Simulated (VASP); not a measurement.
Computed with PBEsol GGA, VASP's PBE PAW potentials (set 64) (plane waves; VASP 6.6.1).

VASP input:

**INCAR**
```
ALGO = Normal
EDIFF = 1E-7
ENCUT = 400
GGA = PS
ISIF = 2
ISMEAR = -5
LASPH = T
LCHARG = T
LEFG = T
LMAXMIX = 6
LORBIT = 11
LREAL = F
LWAVE = F
NEDOS = 601
NELM = 100
PREC = Accurate
SYSTEM = Mo3Ta
```

### POSCAR
```
Mo3Ta
5.4696880
 -0.5786108631   0.5748207953   0.5786108631
  0.5748207953  -0.5786108631   0.5786108631
  0.2912004654   0.2912004654  -0.2912004654
Ta Mo
1 3
Cart
  0.0000000000   0.0000000000   0.0000000000
  0.2874103976  -0.2893054315   0.2893054315
 -0.2893054315   0.2874103976   0.2893054315
 -0.0018950339  -0.0018950339   0.5786108631
```

File KPOINTS:
```
Automatic mesh
0
Gamma
8 8 15
0 0 0
```

POTCAR, in this order: Ta_pv Mo_sv (PBE.64 set). Program: vasp_std.

Unless said otherwise, spin-orbit coupling is left out, though it shifts the bands of the heavy elements here.

What does the run give for the energy per atom (σ→0), band gap (on the k-mesh)?

| Quantity | Value |
|---|---|
| energy per atom (σ→0) | -12.065 eV/atom |
| band gap (on the k-mesh) | none (metal, semimetal or under 0.01 eV) |

**OSZICAR**
```
...
DAV:  10    -0.482603698988E+02    0.43485E-03   -0.46950E-03 22049   0.448E-01    0.131E-01
DAV:  11    -0.482604448492E+02   -0.74950E-04   -0.81452E-04 22673   0.179E-01    0.480E-02
DAV:  12    -0.482604156611E+02    0.29188E-04   -0.97948E-05 22027   0.638E-02    0.160E-02
DAV:  13    -0.482604083424E+02    0.73187E-05   -0.79343E-06 22186   0.181E-02    0.202E-03
DAV:  14    -0.482604080996E+02    0.24284E-06   -0.17949E-07 14785   0.282E-03    0.618E-04
DAV:  15    -0.482604084525E+02   -0.35290E-06   -0.21109E-08 11909   0.837E-04    0.176E-04
DAV:  16    -0.482604083771E+02    0.75422E-07   -0.40743E-09 10887   0.475E-04
   1 F= -.48260408E+02 E0= -.48260408E+02  d E =0.000000E+00
```

The structure was generated: Mo3Ta was put into an ordered model structure (R-3m), which need not be its known phase. It was relaxed first. The electron count is odd and the run is not spin-polarised, which forces a metal.
